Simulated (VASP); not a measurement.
A run of VASP 6.6.1 is set up as follows.

File INCAR:

```
ALGO = Normal
EDIFF = 1E-7
EDIFFG = -0.005
ENCUT = 600
GGA = CA
IBRION = 2
ISIF = 3
ISMEAR = 1
LASPH = T
LCHARG = F
LREAL = F
LWAVE = F
NELM = 80
NSW = 90
PREC = Accurate
SIGMA = 0.1
```

KPOINTS

```
k-points
0
Gamma
  16 16 16
```

The input POSCAR:

```
Al                                      
1.0
   -0.0000000000      1.9922394739      1.9922394739
    1.9922394739      0.0000000000      1.9922394739
    1.9922394739      1.9922394739      0.0000000000
  Al            
     1
Direct
     0.0000000000000000    0.0000000000000000    0.0000000000000000
```

Potentials or basis: VASP PAW LDA potentials, release 64 (Al).

Launch:

```sh
$ cat potpaw_LDA.64/Al/POTCAR > POTCAR
$ mpirun -np 1 vasp_std > vasp.out
```

(1) Estimate the band gap on the k mesh.

Results:

(1) none (metal or under the smearing width).

Caveat: the relaxation stopped at its first step, so nothing moved.
